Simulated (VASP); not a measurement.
Data:

```
WC
1.0
    1.45500    -2.52013     0.00000
    1.45500     2.52013     0.00000
    0.00000     0.00000     2.84000
W C
1 1
Direct
  0.00000   0.00000   0.00000
  0.33333   0.66667   0.50000
```

The numbers are results of PBE GGA, VASP's PBE PAW potentials (set 64) (plane waves; VASP 6.6.1), not measurements. Numerical set-up: 520 eV cut-off, 13×13×12 Γ-centred mesh, Fermi-Dirac smearing of 0.10 eV, potentials W_sv C.

Question: Give the stress tensor in GPa (positive for a compressed cell).

Answer: 
```
5.41  0.00  0.00
0.00  5.41  0.00
0.00  0.00  4.85
```
The pressure is its mean diagonal, 5.22 GPa.

The compound is WC in the wc structure. The cell was not relaxed at this level. The run is one of a series of settings (ISMEAR = -1 against the base run), some of them coarse on purpose.
